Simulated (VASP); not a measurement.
Shape and ions are relaxed at each volume.

Energy against volume of Sb (a7). Method: PBE GGA with D4 dispersion, VASP's PBE PAW potentials (set 64) (plane waves; VASP 6.6.1).

```
V (Å³/atom)  E (eV/atom)
-----------  -----------
28.032          -4.62446
28.927          -4.63746
29.822          -4.64109
30.716          -4.63710
31.611          -4.62691
```

Task: Fit a third-order Birch-Murnaghan equation of state.

Result: 
```yaml
volume_per_atom: 29.77 Å³/atom
bulk_modulus: 45.8 GPa
pressure_derivative_of_the_bulk_modulus: 5.87
```

Measured: bulk modulus 39.5 GPa at 0 K (computed value off by +16.0 %), as given by K. Lejaeghere et al., Critical reviews in solid state and materials sciences/CRC critical reviews in solid state and materials sciences (2013), arXiv:1204.2733 [extrapolated to 0 K and zero-point effects removed (source: thermally corrected experimental values)].

The compound is Sb in the a7 structure. It was relaxed first.
